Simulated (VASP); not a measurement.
These are PBE GGA with D3 dispersion (zero damping), VASP's PBE PAW potentials (set 64) (plane waves; VASP) values and carry that method's errors.

A VASP calculation is set up with these files.

### INCAR
```
SYSTEM = Mo
PREC = Accurate
ENCUT = 520
EDIFF = 1E-7
NELM = 100
ALGO = Normal
LREAL = .FALSE.
LASPH = .TRUE.
ISMEAR = 1
SIGMA = 0.1
GGA = PE
IVDW = 11
LMAXMIX = 4
LWAVE = .FALSE.
LCHARG = .FALSE.
ISIF = 2
```

File POSCAR:
```
Mo
1
   -1.5680424475     1.5680424475     1.5680424475
    1.5680424475    -1.5680424475     1.5680424475
    1.5680424475     1.5680424475    -1.5680424475
Mo
1
Direct
  0.0000000000   0.0000000000   0.0000000000
```

File KPOINTS:
```
Automatic mesh
0
Gamma
16 16 16
0 0 0
```

POTCAR, in this order: Mo_sv (PBE.64 set). Program: vasp_std.

Output of the run:

### OUTCAR
```
 ion  position               nearest neighbor table
   1  0.000  0.000  0.000-
  LATTYP: Found a body centered cubic cell.
 ALAT       =     3.1360848950
 Subroutine PRICEL returns:
 Original cell was already a primitive cell.
 Subroutine GETGRP returns: Found 48 space group operations
The static configuration has the point symmetry O_h .
The dynamic configuration has the point symmetry O_h .
 Subroutine INISYM returns: Found 48 space group operations
 Subroutine IBZKPT returns following result:
 Found    145 irreducible k-points:

 Following reciprocal coordinates:
            Coordinates               Weight
  0.000000  0.000000  0.000000      1.000000
  0.062500  0.000000  0.000000     12.000000
  0.125000  0.000000  0.000000     12.000000
  0.187500  0.000000  0.000000     12.000000
  0.250000  0.000000  0.000000     12.000000
  0.312500  0.000000  0.000000     12.000000
  0.375000  0.000000  0.000000     12.000000
  0.437500  0.000000  0.000000     12.000000
  0.500000  0.000000  0.000000      6.000000
  0.062500  0.062500  0.000000     24.000000
  0.125000  0.062500  0.000000     48.000000
  0.187500  0.062500  0.000000     48.000000
  0.250000  0.062500  0.000000     48.000000
  0.312500  0.062500  0.000000     48.000000
  0.375000  0.062500  0.000000     48.000000
  0.437500  0.062500  0.000000     48.000000
  0.125000  0.125000  0.000000     24.000000
  0.187500  0.125000  0.000000     48.000000
  0.250000  0.125000  0.000000     48.000000
  0.312500  0.125000  0.000000     48.000000
  0.375000  0.125000  0.000000     48.000000
  0.437500  0.125000  0.000000     24.000000
  0.187500  0.187500  0.000000     24.000000
  0.250000  0.187500  0.000000     48.000000
  0.312500  0.187500 -0.000000     48.000000
  0.375000  0.187500  0.000000     48.000000
  0.250000  0.250000  0.000000     24.000000
  0.312500  0.250000  0.000000     48.000000
  0.375000  0.250000  0.000000     24.000000
  0.312500  0.312500  0.000000     24.000000
  0.062500  0.062500  0.062500      8.000000
  0.125000  0.062500  0.062500     24.000000
  0.187500  0.062500  0.062500     24.000000
  0.250000  0.062500  0.062500     24.000000
  0.312500  0.062500  0.062500     24.000000
  0.375000  0.062500  0.062500     24.000000
  0.437500  0.062500  0.062500     12.000000
 -0.062500  0.062500  0.062500      6.000000
  0.125000  0.125000  0.062500     24.000000
  0.187500  0.125000  0.062500     48.000000
   k-points           NKPTS =    145   k-points in BZ     NKDIM =    145   number of bands    NBANDS=     11
   number of dos      NEDOS =    301   number of ions     NIONS =      1
   total plane-waves  NPLWV =   8000
   dimension x,y,z NGX =    20 NGY =   20 NGZ =   20
   dimension x,y,z NGXF=    40 NGYF=   40 NGZF=   40
   ions per type =               1
   PREC   = accura    normal or accurate (medium, high low for compatibility)
   ISTART =      0    job   : 0-new  1-cont  2-samecut
   ICHARG =      2    charge: 1-file 2-atom 10-const
   ISPIN  =      1    spin polarized calculation?
   LNONCOLLINEAR =      F non collinear calculations
   LSORBIT =      F    spin-orbit coupling
   INIWAV =      1    electr: 0-lowe 1-rand  2-diag
   ENCUT  =  520.0 eV  38.22 Ry    6.18 a.u.   5.05  5.05  5.05*2*pi/ulx,y,z
   NELM   =    100;   NELMIN=  2; NELMDL= -5     # of ELM steps
   EDIFF  = 0.1E-06   stopping-criterion for ELM
   LREAL  =      F    real-space projection
   NLSPLINE    = F    spline interpolate recip. space projectors
   LMAXMIX     =    4 max onsite mixed and CHGCAR
   VOSKOWN=      0    Vosko Wilk Nusair interpolation
...
```

OSZICAR:
```
       N       E                     dE             d eps       ncg     rms          rms(c)
DAV:   1     0.883487458367E+02    0.88349E+02   -0.82406E+03  3238   0.130E+03
DAV:   2    -0.102437959022E+02   -0.98593E+02   -0.95500E+02  3502   0.341E+02
DAV:   3    -0.115720141412E+02   -0.13282E+01   -0.13169E+01  3651   0.389E+01
DAV:   4    -0.115762634907E+02   -0.42493E-02   -0.42491E-02  3523   0.241E+00
DAV:   5    -0.115762846417E+02   -0.21151E-04   -0.21150E-04  3702   0.172E-01    0.152E+01
DAV:   6    -0.110120601756E+02    0.56422E+00   -0.99733E-01  3442   0.122E+01    0.423E+00
DAV:   7    -0.109357096723E+02    0.76351E-01   -0.20134E-01  3701   0.512E+00    0.902E-01
DAV:   8    -0.109320054622E+02    0.37042E-02   -0.40156E-03  3313   0.905E-01    0.182E-01
DAV:   9    -0.109320744547E+02   -0.68992E-04   -0.83584E-05  3750   0.127E-01    0.797E-02
DAV:  10    -0.109320834604E+02   -0.90057E-05   -0.11003E-05  3391   0.440E-02    0.668E-03
DAV:  11    -0.109320835934E+02   -0.13292E-06   -0.18096E-07  3470   0.474E-03    0.135E-03
DAV:  12    -0.109320834062E+02    0.18718E-06   -0.97156E-09  1874   0.132E-03    0.158E-04
DAV:  13    -0.109320834215E+02   -0.15330E-07   -0.62931E-10  1772   0.346E-04
   1 F= -.11471540E+02 E0= -.11471718E+02  d E =0.534729E-03
```

**OUTCAR**
```
------------------------ aborting loop because EDIFF is reached ----------------------------------------
 Edisp (eV)   -0.53946
  FORCE on cell =-STRESS in cart. coord.  units (eV):
  Direction    XX          YY          ZZ          XY          YZ          ZX
  --------------------------------------------------------------------------------------
  Total      -0.05410    -0.05410    -0.05410     0.00000     0.00000     0.00000
  in kB      -5.62008    -5.62008    -5.62008     0.00000     0.00000     0.00000
  external pressure =       -5.62 kB  Pullay stress =        0.00 kB
  volume of cell :       15.42
      direct lattice vectors                 reciprocal lattice vectors
    -1.568042448  1.568042448  1.568042448     0.000000000  0.318868919  0.318868919
     1.568042448 -1.568042448  1.568042448     0.318868919  0.000000000  0.318868919
     1.568042448  1.568042448 -1.568042448     0.318868919  0.318868919  0.000000000
 POSITION                                       TOTAL-FORCE (eV/Angst)
 -----------------------------------------------------------------------------------
      0.00000      0.00000      0.00000        -0.000000      0.000000     -0.000000
 -----------------------------------------------------------------------------------
    total drift:                                0.000000     -0.000000      0.000000
  FREE ENERGIE OF THE ION-ELECTRON SYSTEM (eV)
  ---------------------------------------------------
  free  energy   TOTEN  =       -11.4715401072 eV

  energy  without entropy=      -11.4720748364  energy(sigma->0) =      -11.47171835
```
(Selected blocks of OUTCAR.)

File OUTCAR:
```
 val. band max:       12.7997312506   @ k =  -0.1875   0.1875   0.0625

 cond. band min:      12.8456097597   @ k =   0.3750   0.0000   0.0000


 Fermi energy:        12.8268098487

 k-point     1 :       0.0000    0.0000    0.0000
  band No.  band energies     occupation
      1     -48.4622      2.00000
      2     -21.6970      2.00000
      3     -21.6970      2.00000
      4     -21.6970      2.00000
      5       5.5326      2.00000
      6      11.4272      2.00000
      7      11.4272      2.00000
      8      11.4272      2.00000
      9      14.5029     -0.00000
     10      14.5029     -0.00000
     11      27.6644      0.00000

 k-point     2 :       0.0625    0.0000    0.0000
  band No.  band energies     occupation
      1     -48.4517      2.00000
      2     -21.7567      2.00000
      3     -21.7153      2.00000
      4     -21.6974      2.00000
      5       5.7084      2.00000
      6      11.3273      2.00000
      7      11.4106      2.00000
      8      11.5925      2.00000
      9      14.3548     -0.00000
     10      14.5053     -0.00000
     11      27.7977      0.00000

 k-point     3 :       0.1250    0.0000    0.0000
  band No.  band energies     occupation
      1     -48.4220      2.00000
      2     -21.9247      2.00000
      3     -21.7673      2.00000
      4     -21.6988      2.00000
      5       6.2020      2.00000
      6      11.0552      2.00000
      7      11.3344      2.00000
      8      12.0797      2.00000
      9      14.0573     -0.00000
     10      14.5209     -0.00000
     11      28.0938      0.00000

 k-point     4 :       0.1875    0.0000    0.0000
  band No.  band energies     occupation
      1     -48.3772      2.00000
      2     -22.1708      2.00000
      3     -21.8442      2.00000
      4     -21.7008      2.00000
      5       6.8924      2.00000
      6      10.6780      2.00000
      7      11.1977      2.00000
      8      12.8620      0.44386
      9      13.8883     -0.00000
...
```

The compound is Mo in the bcc structure. It was relaxed first.
